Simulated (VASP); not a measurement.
Data:

```
CaS
1.0
    0.00000     2.84500     2.84500
    2.84500     0.00000     2.84500
    2.84500     2.84500     0.00000
Ca S
1 1
Direct
  0.00000   0.00000   0.00000
  0.50000   0.50000   0.50000
```

The numbers are results of PBE GGA, VASP's PBE PAW potentials (set 64) (plane waves; VASP 6.6.1), not measurements. Run with 400 eV cut-off, 7×7×7 Γ-centred mesh, Gaussian smearing of 0.050 eV, potentials Ca_sv S.

Problem. Estimate the energy per atom (σ→0).

Solution. 
The energy per atom (σ→0) is -499.9 kJ/mol-atom.

Total energies compare only between runs with the same potentials, cut-off and functional.

The compound is CaS in the rock salt structure. The cell was not relaxed at this level.
